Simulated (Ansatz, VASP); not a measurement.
# TiP5 in VASP and in Ansatz

File INCAR:

```
SYSTEM = TiP5
PREC = Accurate
ENCUT = 520
EDIFF = 1E-7
ISMEAR = 0
SIGMA = 0.1
LREAL = .False.
LASPH = .True.
NELM = 100
ALGO = Normal
ISIF = 2
LWAVE = .False.
LCHARG = .False.
GGA = PE
NBANDS = 28
```

The input KPOINTS:

```
Automatic mesh
0
Gamma
  4 4 4
  0 0 0
```

File POSCAR:

```
TiP5
1.0
    0.0000000000      4.0024819300      4.0024819300
    4.0024819300      0.0000000000      4.0024819300
    4.0024819300      4.0024819300      0.0000000000
Ti P
1 5
Direct
    0.0000000000      0.0000000000      0.0000000000
    0.2500000000      0.2500000000      0.2500000000
    0.1250000000      0.6250000000      0.6250000000
    0.6250000000      0.6250000000      0.6250000000
    0.6250000000      0.1250000000      0.6250000000
    0.6250000000      0.6250000000      0.1250000000
```

Input for Ansatz:

```yaml
crystal:
  lattice:
    - [0.0, 4.00248193, 4.00248193]
    - [4.00248193, 0.0, 4.00248193]
    - [4.00248193, 4.00248193, 0.0]
  atoms:
    - { symbol: Ti, position: [0.0, 0.0, 0.0] }
    - { symbol: P, position: [0.25, 0.25, 0.25] }
    - { symbol: P, position: [0.125, 0.625, 0.625] }
    - { symbol: P, position: [0.625, 0.625, 0.625] }
    - { symbol: P, position: [0.625, 0.125, 0.625] }
    - { symbol: P, position: [0.625, 0.625, 0.125] }
basis:
  ecutwfc: 420
kpoints:
  mp_grid: { grid: [4, 4, 4] }
hamiltonian:
  xc: pbe
scf:
  occupations: { method: gaussian, width: 0.1 }
  lower_state_search: "off"
output:
  forces: true
  stress: true
  eigenvalues: true
```

Change from the starting cell: species swapped into the ZrNi5 type (F-43m, No. 216).

Alike in both runs: task single point; functional PBE; k mesh 4 × 4 × 4; occupations gaussian, width 0.1 eV; no spin polarisation.

|  | VASP | Ansatz |
| --- | --- | --- |
| version | VASP 6.6.1 | Ansatz 0.2.0 |
| potentials or method | VASP PAW PBE potentials, release 64 (Ti_sv, P) | scalar-relativistic, plane waves, PAW |
| plane-wave cutoff (eV) | 520 | 420 |
| valence electrons in the cell | 37 | 37 |

|  | VASP | Ansatz | Ansatz less VASP |
| --- | --- | --- | --- |
| gap on the k mesh at the Fermi level (eV) | none | none | - |
| pressure (GPa) | -18.0 | -17.9 | +0.03 |
| rms of the force components (eV/Å) | 0.035 | 0.036 | +0.0005 |

A gap of «none» marks a metal or a gap that the smearing closes.

Caveats: so large a pressure means that the cell lies far from this level's equilibrium, or that cutoff or potentials fall short (VASP).
